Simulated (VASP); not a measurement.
# Lattice vibrations of Sr (Strontium)

How does the lattice of Sr (Strontium) vibrate? The start is a cell from a database of measured crystal structures.

Program: VASP 6.6.1. Level of theory: LDA; plane waves and PAW (Sr_sv). Results are calculated unless marked as measured.

## 1. Starting point

Symmetry: Fm-3m, No. 225, cubic system. Conventional cell: a = 6.085 Å, b = 6.085 Å, c = 6.085 Å, α = 90.00°, β = 90.00°, γ = 90.00°. Nearest to Sr lie 12 Sr at 4.30 Å.

Coordinates:

```cif
data_structure
_symmetry_space_group_name_H-M 'P 1'
_symmetry_Int_Tables_number 1
_cell_length_a 4.3025
_cell_length_b 4.3025
_cell_length_c 4.3025
_cell_angle_alpha 60.000
_cell_angle_beta 60.000
_cell_angle_gamma 60.000
_cell_volume 56.32
loop_
_atom_site_label
_atom_site_type_symbol
_atom_site_fract_x
_atom_site_fract_y
_atom_site_fract_z
_atom_site_occupancy
Sr1 Sr 0.00000 0.00000 0.00000 1
```

## 2. Relax the host

Cell and atoms are relaxed first, so that later runs start from this functional's own cell.

INCAR reads:

```
SYSTEM = Sr
PREC = Accurate
ENCUT = 350
EDIFF = 1E-06
NELM = 120
ISMEAR = 0
SIGMA = 0.05
LREAL = .FALSE.
ALGO = Normal
GGA = CA
NBANDS = 11
LORBIT = 11
LWAVE = .FALSE.
LCHARG = .FALSE.
KPAR = 4
IBRION = 2
NSW = 40
ISIF = 3
EDIFFG = -0.02
POTIM = 0.4
```

POSCAR reads:

```
Sr
1.0
    0.0000000000      3.0423500000      3.0423500000
    3.0423500000      0.0000000000      3.0423500000
    3.0423500000      3.0423500000      0.0000000000
Sr
1
Direct
    0.0000000000      0.0000000000      0.0000000000
```

KPOINTS reads:

```
Automatic mesh
0
Gamma
5 5 5
0 0 0
```

The projector-augmented-wave data sets are Sr_sv (LDA family, release 64).

Command:

```bash
> mpirun -np 4 vasp_std
```

The log of the run:

```text
[banner, memory and clock lines left out]
running    4 mpi-ranks, on    1 nodes
 distrk:  each k-point on    1 cores,    4 groups
 distr:  one band on    1 cores,    1 groups

 POSCAR found type information on POSCAR Sr
 POSCAR found :  1 types and       1 ions
 LDA part: xc-table for (Slater(with rela. corr.)+CA(PZ))
 , standard interpolation
 POSCAR, INCAR and KPOINTS ok, starting setup
 FFT: planning ... GRIDC
 FFT: planning ... GRID_SOFT
 FFT: planning ... GRID
 WAVECAR not read
 entering main loop
       N       E                     dE             d eps       ncg     rms          rms(c)
DAV:   1     0.287855470189E+02    0.28786E+02   -0.39347E+03   220   0.578E+02
DAV:   2    -0.586688621349E+00   -0.29372E+02   -0.28991E+02   273   0.134E+02
DAV:   3    -0.184544578549E+01   -0.12588E+01   -0.12497E+01   329   0.197E+01
DAV:   4    -0.187353505658E+01   -0.28089E-01   -0.28073E-01   269   0.291E+00
DAV:   5    -0.187379169654E+01   -0.25664E-03   -0.25663E-03   303   0.254E-01    0.104E+01
DAV:   6    -0.187165616987E+01    0.21355E-02   -0.56303E-03   255   0.846E-01    0.583E+00
DAV:   7    -0.187006367294E+01    0.15925E-02   -0.94084E-03   263   0.104E+00    0.263E-01
DAV:   8    -0.186998583009E+01    0.77843E-04   -0.12793E-03   339   0.186E-01    0.601E-02
DAV:   9    -0.187000391202E+01   -0.18082E-04   -0.22205E-05   264   0.327E-02    0.271E-02
DAV:  10    -0.187000838585E+01   -0.44738E-05   -0.49181E-06   337   0.171E-02    0.992E-03
DAV:  11    -0.187000870877E+01   -0.32293E-06   -0.27475E-07   146   0.510E-03
   1 F= -.18700087E+01 E0= -.18700087E+01  d E =-.187001E+01
 curvature:   0.00 expect dE= 0.000E+00 dE for cont linesearch  0.000E+00
 trial: gam= 0.00000 g(F)=  0.916E-67 g(S)=  0.416E-01 ort = 0.000E+00 (trialstep = 0.100E+01)
 search vector abs. value=  0.416E-01
 bond charge predicted
       N       E                     dE             d eps       ncg     rms          rms(c)
DAV:   1    -0.221607711362E+01   -0.34607E+00   -0.80783E+00   264   0.212E+01    0.391E+00
DAV:   2    -0.198223188178E+01    0.23385E+00   -0.84445E-01   246   0.718E+00    0.173E+00
DAV:   3    -0.188919749574E+01    0.93034E-01   -0.41756E-01   338   0.376E+00    0.112E+00
DAV:   4    -0.189549571122E+01   -0.62982E-02   -0.52990E-03   250   0.546E-01    0.615E-01
DAV:   5    -0.190179818298E+01   -0.63025E-02   -0.58647E-03   329   0.323E-01    0.203E-01
DAV:   6    -0.190321580899E+01   -0.14176E-02   -0.41534E-03   355   0.343E-01    0.811E-02
DAV:   7    -0.190317597103E+01    0.39838E-04   -0.84358E-05   380   0.544E-02    0.322E-02
DAV:   8    -0.190317761189E+01   -0.16409E-05   -0.94318E-06   298   0.939E-03    0.116E-02
DAV:   9    -0.190317735065E+01    0.26124E-06   -0.63382E-07   140   0.674E-03
   2 F= -.19031774E+01 E0= -.19031774E+01  d E =-.331686E-01
[...]
3 F= -.19171517E+01 E0= -.19171517E+01  d E =-.471430E-01
 curvature:  -1.08 expect dE=-0.402E-03 dE for cont linesearch -0.402E-03
 ZBRENT: extrapolating
 opt :   2.1730  next Energy=    -1.917535 (dE=-0.475E-01)
 bond charge predicted
       N       E                     dE             d eps       ncg     rms          rms(c)
DAV:   1    -0.193078150949E+01   -0.13630E-01   -0.32892E-01   266   0.428E+00    0.799E-01
DAV:   2    -0.192052209392E+01    0.10259E-01   -0.31787E-02   257   0.141E+00    0.345E-01
DAV:   3    -0.191686997752E+01    0.36521E-02   -0.18173E-02   346   0.772E-01    0.318E-01
DAV:   4    -0.191721368805E+01   -0.34371E-03   -0.36767E-04   261   0.157E-01    0.120E-01
DAV:   5    -0.191743273099E+01   -0.21904E-03   -0.43670E-04   323   0.119E-01    0.586E-02
DAV:   6    -0.191747570981E+01   -0.42979E-04   -0.10265E-04   357   0.573E-02    0.929E-03
DAV:   7    -0.191747515961E+01    0.55020E-06   -0.78460E-06   350   0.123E-02
   4 F= -.19174752E+01 E0= -.19174752E+01  d E =-.474665E-01
 curvature:  -1.03 expect dE=-0.576E-06 dE for cont linesearch -0.576E-06
 trial: gam= 0.00000 g(F)=  0.373E-61 g(S)=  0.558E-06 ort =-0.152E-03 (trialstep = 0.123E+01)
 search vector abs. value=  0.558E-06
 reached required accuracy - stopping structural energy minimisation
```

Wall time 5.2 s (4 MPI ranks of AMD EPYC 7R43, shared host); peak memory 0.44 GiB.

Lines that name or quote the potential files are left out of all logs, and their timing lines are given in words.

Parts of OUTCAR (step 2):

```text
ion  position               nearest neighbor table
   1  0.000  0.000  0.000-

  LATTYP: Found a face centered cubic cell.
 ALAT       =     6.0847000000

 Subroutine GETGRP returns: Found 48 space group operations
 (whereof 48 operations were pure point group operations)

The static configuration has the point symmetry O_h .

 Found     10 irreducible k-points:

   k-points           NKPTS =     10   k-points in BZ     NKDIM =     10   number of bands    NBANDS=     11

   dimension x,y,z NGX =    28 NGY =   28 NGZ =   28
   dimension x,y,z NGXF=    56 NGYF=   56 NGZF=   56

   ENCUT  =  350.0 eV  25.72 Ry    5.07 a.u.   6.56  6.56  6.56*2*pi/ulx,y,z

   NELECT =      10.0000    total number of electrons

 k-points in reciprocal lattice and weights: Automatic mesh
   0.00000000  0.00000000  0.00000000       0.008
   0.20000000  0.00000000  0.00000000       0.064
   0.40000000  0.00000000  0.00000000       0.064
   0.20000000  0.20000000  0.00000000       0.048
   0.40000000  0.20000000  0.00000000       0.192
  -0.40000000  0.20000000  0.00000000       0.192
  -0.20000000  0.20000000  0.00000000       0.096
   0.40000000  0.40000000  0.00000000       0.048
  -0.40000000  0.40000000  0.00000000       0.096
  -0.40000000  0.40000000  0.20000000       0.192

 average (electrostatic) potential at core
       1 -40.1282

 E-fermi :   1.7548

 k-point     1 :       0.0000    0.0000    0.0000
  band No.  band energies     occupation
      1     -34.3280      2.00000
      2     -16.2767      2.00000
      3     -16.2767      2.00000
      4     -16.2767      2.00000
      5      -1.9708      2.00000
      6       4.2649      0.00000
      7       4.2649      0.00000
      8       4.2649      0.00000
      9       5.9442      0.00000
     10       5.9442      0.00000
    ...

 k-point     2 :       0.2000    0.0000    0.0000
  band No.  band energies     occupation
      1     -34.3188      2.00000
      2     -16.3900      2.00000
      3     -16.2915      2.00000
      4     -16.2915      2.00000
      5      -1.2670      2.00000
      6       3.4439      0.00000
      7       4.4695      0.00000
      8       4.4695      0.00000
      9       5.7562      0.00000
     10       5.7562      0.00000
    ...

 k-point     3 :       0.4000    0.0000    0.0000
  band No.  band energies     occupation
      1     -34.3039      2.00000
      2     -16.5661      2.00000
      3     -16.3152      2.00000
      4     -16.3152      2.00000
      5       0.2575      2.00000
      6       2.4262      0.00000
      7       4.1719      0.00000
      8       4.1719      0.00000
      9       6.7936      0.00000
     10       6.7936      0.00000
    ...

  Total        0.0021946      0.0021946      0.0021946     -0.0000000      0.0000000     -0.0000000
  in kB        0.0728851      0.0728851      0.0728851     -0.0000000      0.0000000     -0.0000000
  external PRESSURE =       0.0728851 kB  Pullay stress =       0.0000000 kB

  energy-cutoff  :      350.00
  volume of cell :       48.24
      direct lattice vectors                 reciprocal lattice vectors
     0.000000000  2.889339709  2.889339709    -0.173049918  0.173049918  0.173049918
     2.889339709  0.000000000  2.889339709     0.173049918 -0.173049918  0.173049918
     2.889339709  2.889339709 -0.000000000     0.173049918  0.173049918 -0.173049918

 POSITION                                       TOTAL-FORCE (eV/Angst)
 -----------------------------------------------------------------------------------
      2.88934      2.88934     -0.00000         0.000000     -0.000000     -0.000000
 -----------------------------------------------------------------------------------
    total drift:                                0.000000      0.000000     -0.000000

  FREE ENERGIE OF THE ION-ELECTRON SYSTEM (eV)
  ---------------------------------------------------
  free  energy   TOTEN  =        -1.9174751596 eV

  energy  without entropy=       -1.9174751596  energy(sigma->0) =       -1.91747516

 reached required accuracy - stopping structural energy minimisation

 total charge
# of ion       s       p       d       tot
------------------------------------------
    1        2.077   5.690   0.169   7.936

[... 3 further parts left out ...]
```

The gap is read on the k-mesh alone, so it is an upper bound where the band edges lie off the mesh. After so large a change of volume the plane waves of the start cell no longer fit, so the final stress carries a basis-set error. The run keeps the 48 symmetry operations of its start, so it cannot find a distortion of lower symmetry.

The steps of the relaxation:

```tsv
step	energy less that of the first step (eV)	largest force (eV/Å)	pressure (GPa)	volume (Å³)
1	0.0000	0.0000	-1.71	56.32
2	-0.0332	0.0000	-1.04	52.50
3	-0.0471	0.0000	-0.19	48.93
4	-0.0475	0.0000	0.01	48.24
```

```tsv
conventional cell, symmetrised	before	after	change
a (Å)	6.085	5.779	-5.0 %
b (Å)	6.085	5.779	-5.0 %
c (Å)	6.085	5.779	-5.0 %
volume (Å³/atom)	56.32	48.24	-14.3 %
```

The relaxed structure:

```
Sr
1.0
     0.00000    2.88934    2.88934
     2.88934    0.00000    2.88934
     2.88934    2.88934    0.00000
Sr
1
Direct
  0.00000 0.00000 0.00000
```

A gap read on the k-mesh alone can miss the band edges.

Numbers from this step:

```yaml
electronic_cycles: 35
electrons: 10
free_energy_toten: -1.917 eV
fermi_energy: 1.755 eV
pressure: 0.007289 GPa
labelled_metallic_from_the_levels_on_this_mesh: no
gap_on_the_k_mesh: 0.6211 eV
least_direct_gap_on_the_k_mesh: 0.6450 eV
```

The run ended after 4 ionic steps, 0.047 eV below its first step, once forces and stress met EDIFFG = -0.02.

An edge changed by 5 % against the database cell.

## 3. Relax the host again, on a new basis

The volume changed by more than 5 %, so the plane waves of the start no longer fit; a second relaxation removes that error.

INCAR, as its differences from that of step 2:

```diff
@@ -16,3 +16,3 @@
 IBRION = 2
-NSW = 40
+NSW = 30
 ISIF = 3
```

POSCAR reads:

```
Sr
1.0
    0.0000000000      2.8893397087      2.8893397087
    2.8893397087      0.0000000000      2.8893397087
    2.8893397087      2.8893397087      0.0000000000
Sr
1
Direct
    0.0000000000      0.0000000000      0.0000000000
```

KPOINTS reads:

```
Automatic mesh
0
Gamma
6 6 6
0 0 0
```

Command:

```bash
> mpirun -np 4 vasp_std
```

The log of the run:

```text
[... set-up lines as in an earlier step ...]
 entering main loop
       N       E                     dE             d eps       ncg     rms          rms(c)
DAV:   1     0.235240751553E+02    0.23524E+02   -0.37900E+03   352   0.574E+02
DAV:   2    -0.844879420360E+00   -0.24369E+02   -0.23831E+02   417   0.126E+02
DAV:   3    -0.183534429634E+01   -0.99046E+00   -0.98276E+00   474   0.184E+01
DAV:   4    -0.187395222890E+01   -0.38608E-01   -0.38575E-01   441   0.413E+00
DAV:   5    -0.187666957256E+01   -0.27173E-02   -0.27173E-02   520   0.749E-01    0.125E+01
DAV:   6    -0.187129149617E+01    0.53781E-02   -0.53658E-03   428   0.810E-01    0.708E+00
DAV:   7    -0.186800973714E+01    0.32818E-02   -0.97661E-03   496   0.991E-01    0.239E-01
DAV:   8    -0.186797968141E+01    0.30056E-04   -0.60229E-04   524   0.138E-01    0.578E-02
DAV:   9    -0.186799973196E+01   -0.20051E-04   -0.40494E-05   479   0.392E-02    0.237E-02
DAV:  10    -0.186800265248E+01   -0.29205E-05   -0.42499E-06   529   0.151E-02    0.797E-03
DAV:  11    -0.186800280075E+01   -0.14827E-06   -0.10810E-07   232   0.300E-03
   1 F= -.18680028E+01 E0= -.18654676E+01  d E =-.186800E+01
 curvature:   0.00 expect dE= 0.000E+00 dE for cont linesearch  0.000E+00
 trial: gam= 0.00000 g(F)=  0.000E+00 g(S)=  0.815E-03 ort = 0.000E+00 (trialstep = 0.100E+01)
 search vector abs. value=  0.815E-03
 bond charge predicted
       N       E                     dE             d eps       ncg     rms          rms(c)
DAV:   1    -0.187468862866E+01   -0.66860E-02   -0.14984E-01   408   0.290E+00    0.540E-01
DAV:   2    -0.187010746415E+01    0.45812E-02   -0.15450E-02   401   0.979E-01    0.252E-01
DAV:   3    -0.186828979961E+01    0.18177E-02   -0.83498E-03   539   0.518E-01    0.218E-01
DAV:   4    -0.186848377057E+01   -0.19397E-03   -0.17770E-04   411   0.106E-01    0.819E-02
DAV:   5    -0.186858365401E+01   -0.99883E-04   -0.27926E-04   505   0.943E-02    0.365E-02
DAV:   6    -0.186860104401E+01   -0.17390E-04   -0.42197E-05   578   0.384E-02    0.750E-03
DAV:   7    -0.186860088080E+01    0.16322E-06   -0.11583E-06   385   0.530E-03
   2 F= -.18686009E+01 E0= -.18661411E+01  d E =-.598080E-03
 trial-energy change:   -0.000598  1 .order   -0.000599   -0.000815   -0.000382
 step:   1.8834(harm=  1.8834)  dis= 0.00000  next Energy=    -1.868771 (dE=-0.768E-03)
 bond charge predicted
       N       E                     dE             d eps       ncg     rms          rms(c)
DAV:   1    -0.187353985122E+01   -0.49388E-02   -0.11678E-01   416   0.255E+00    0.476E-01
DAV:   2    -0.186994111498E+01    0.35987E-02   -0.11952E-02   409   0.859E-01    0.223E-01
DAV:   3    -0.186853293519E+01    0.14082E-02   -0.66544E-03   531   0.460E-01    0.192E-01
DAV:   4    -0.186868240243E+01   -0.14947E-03   -0.14345E-04   397   0.955E-02    0.719E-02
DAV:   5    -0.186876065664E+01   -0.78254E-04   -0.20431E-04   510   0.817E-02    0.326E-02
DAV:   6    -0.186877439318E+01   -0.13737E-04   -0.32279E-05   585   0.337E-02    0.608E-03
DAV:   7    -0.186877430536E+01    0.87812E-07   -0.11466E-06   381   0.496E-03
   3 F= -.18687743E+01 E0= -.18663837E+01  d E =-.771505E-03
 curvature:  -0.94 expect dE=-0.265E-06 dE for cont linesearch -0.265E-06
 trial: gam=-0.01824 g(F)=  0.906E-70 g(S)=  0.282E-06 ort = 0.152E-04 (trialstep = 0.118E+01)
 search vector abs. value=  0.197E-09
 reached required accuracy - stopping structural energy minimisation
```

It took 4.8 s on 4 MPI ranks; peak memory 0.42 GiB.

From OUTCAR (step 3):

```text
  LATTYP: Found a face centered cubic cell.
 ALAT       =     5.7786794174

The static configuration has the point symmetry O_h .

 Found     16 irreducible k-points:

   k-points           NKPTS =     16   k-points in BZ     NKDIM =     16   number of bands    NBANDS=     11

   ENCUT  =  350.0 eV  25.72 Ry    5.07 a.u.   6.23  6.23  6.23*2*pi/ulx,y,z

   NELECT =      10.0000    total number of electrons

 E-fermi :   1.8395

 k-point     1 :       0.0000    0.0000    0.0000
  band No.  band energies     occupation
      1     -34.4126      2.00000
      2     -16.3682      2.00000
      3     -16.3682      2.00000
      4     -16.3682      2.00000
      5      -2.0125      2.00000
      6       4.1865      0.00000
      7       4.1865      0.00000
      8       4.1865      0.00000
      9       5.8331      0.00000
     10       5.8331      0.00000
    ...

 k-point     2 :       0.1667    0.0000    0.0000
  band No.  band energies     occupation
      1     -34.4065      2.00000
      2     -16.4456      2.00000
      3     -16.3783      2.00000
      4     -16.3783      2.00000
      5      -1.5230      2.00000
      6       3.5701      0.00000
      7       4.3647      0.00000
      8       4.3647      0.00000
      9       5.6382      0.00000
     10       5.6382      0.00000
    ...

  Total        0.0015598      0.0015598      0.0015598     -0.0000000      0.0000000      0.0000000
  in kB        0.0508661      0.0508661      0.0508661     -0.0000000      0.0000000      0.0000000
  external PRESSURE =       0.0508661 kB  Pullay stress =       0.0000000 kB

  energy-cutoff  :      350.00
  volume of cell :       49.13
      direct lattice vectors                 reciprocal lattice vectors
    -0.000000000  2.906965026  2.906965026    -0.172000693  0.172000693  0.172000693
     2.906965026 -0.000000000  2.906965026     0.172000693 -0.172000693  0.172000693
     2.906965026  2.906965026  0.000000000     0.172000693  0.172000693 -0.172000693

 POSITION                                       TOTAL-FORCE (eV/Angst)
 -----------------------------------------------------------------------------------
      0.00000      0.00000      0.00000         0.000000      0.000000      0.000000
 -----------------------------------------------------------------------------------
    total drift:                               -0.000000     -0.000000     -0.000000

  FREE ENERGIE OF THE ION-ELECTRON SYSTEM (eV)
  ---------------------------------------------------
  free  energy   TOTEN  =        -1.8687743054 eV

  energy  without entropy=       -1.8639931717  energy(sigma->0) =       -1.86638374

 total charge
# of ion       s       p       d       tot
------------------------------------------
    1        2.075   5.692   0.165   7.932

[... 4 parts as in an earlier step ...]

[... 6 further parts left out ...]
```

CONTCAR:

```
Sr
   1.00000000000000
    -0.0000000000000000    2.9069650258830224    2.9069650258830224
     2.9069650258830224   -0.0000000000000000    2.9069650258830224
     2.9069650258830224    2.9069650258830224    0.0000000000000000
  Sr
     1
Direct
     0.0000000000000000    0.0000000000000000    0.0000000000000000
```

The gap is under twice the smearing width, so the edge states are partly filled and the run can't tell a small gap from a semimetal.

Step by step:

```tsv
step	energy less that of the first step (eV)	largest force (eV/Å)	pressure (GPa)	volume (Å³)
1	0.0000	0.0000	0.28	48.24
2	-0.0006	0.0000	0.13	48.71
3	-0.0008	0.0000	0.01	49.13
```

```tsv
conventional cell, symmetrised	before	after	change
a (Å)	5.779	5.814	+0.6 %
b (Å)	5.779	5.814	+0.6 %
c (Å)	5.779	5.814	+0.6 %
volume (Å³/atom)	48.24	49.13	+1.8 %
```

The relaxed structure:

```
Sr
1.0
     0.00000    2.90697    2.90697
     2.90697    0.00000    2.90697
     2.90697    2.90697    0.00000
Sr
1
Direct
  0.00000 0.00000 0.00000
```

Numbers from this step:

| Property | Result |
| --- | --- |
| electronic cycles | 25 |
| free energy (TOTEN) | -1.869 eV |
| energy at zero smearing | -1.866 eV |
| Fermi energy | 1.839 eV |
| pressure | 0.005087 GPa |
| gap on the k-mesh | 0.05200 eV |
| least direct gap on the k-mesh | 0.05200 eV |

The run ended after 3 ionic steps, 0.001 eV below its first step, once forces and stress met EDIFFG = -0.02.

(Continued in part 2 of 4.)

[Lines on the potential files, build, host, timing and source positions are cut from VASP's logs without a mark.]

[Logs are printed without paths, hosts, clocks, repeated set-up lines and the standing remarks that a program may print on its own settings, such as how far it seeks lower states.]

[Hosts, paths, dates, database ids (printed as entryN), source tags and the programs' standing remarks are cut or masked in the printed files.]

[Runs that stopped without an error message from VASP are left out.]
